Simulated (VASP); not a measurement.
Given:

```
CELL_PARAMETERS angstrom
      1.47139    -2.54852     0.00000
      1.47139     2.54852     0.00000
      0.00000     0.00000     5.45180
ATOMIC_POSITIONS crystal
  Cd 0.33333 0.66667 0.25000
  Cd 0.66667 0.33333 0.75000
```

Computed with optB86b-vdW, VASP's PBE PAW potentials (set 64) (plane waves; VASP 6.6.1). Run with 520 eV cut-off, 14×14×7 Γ-centred mesh, first-order Methfessel-Paxton smearing of 0.10 eV, potentials Cd.

Q: The ions and cell shape at fixed volume are relaxed. Which structure does the run end with?

A: 
```
CELL_PARAMETERS angstrom
      1.50115    -2.60007     0.00000
      1.50115     2.60007     0.00000
      0.00000     0.00000     5.23780
ATOMIC_POSITIONS crystal
  Cd 0.33333 0.66667 0.25000
  Cd 0.66667 0.33333 0.75000
```
Space group P6_3/mmc (194), at a tolerance of 0.03 Å.

Q: How much energy does the relaxation gain?

A: The energy (σ→0) changes by -6.7 meV/atom, in 9 ionic steps.

The compound is Cd in the hcp structure. This cell is one point of a volume scan, at 0.94 of the reference volume. Symmetry was kept, so distortions that lower it aren't found.
